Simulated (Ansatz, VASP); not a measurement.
**MgAl2Pb2: VASP beside Ansatz**

```
Al Pb Mg
1.0
     4.40497    0.00000    0.00000
    -2.20248    3.81481    0.00000
     0.00000    0.00000    7.59609
Al Pb Mg
2 2 1
Direct
  0.33333 0.66667 0.40046
  0.66667 0.33333 0.59954
  0.33333 0.66667 0.77724
  0.66667 0.33333 0.22276
  0.00000 0.00000 0.00000
```

Alike in both runs: functional r2SCAN; k mesh 5 × 5 × 3; occupations gaussian, width 0.1049 eV; no spin polarisation.

Ansatz relaxed the structure, and its values are those at the end. VASP's run is a single point on that final structure, the one shown.

```csv
,VASP,Ansatz
version,VASP 6.6.1,Ansatz 0.2.0
potentials or method,"VASP PAW PBE potentials, release 64 (Al, Pb_d, Mg)",PAW plane waves
plane-wave cutoff (eV),520,500
valence electrons in the cell,36,44
```

```csv
,VASP,Ansatz,Ansatz less VASP
gap on the k mesh at the Fermi level (eV),none,none,-
pressure (GPa),-0.1,0.0,+0.14
```

A gap of «none» marks a metal or a gap that the smearing closes. The two sets of potentials don't hold the same shells in valence. Ansatz warned: «structure_snapped_to_symmetry».

Caveats: the PAW data sets were made with another functional, which shifts forces and pressure a little (VASP). The runs have no spin-orbit coupling, so splittings on Pb are missing.
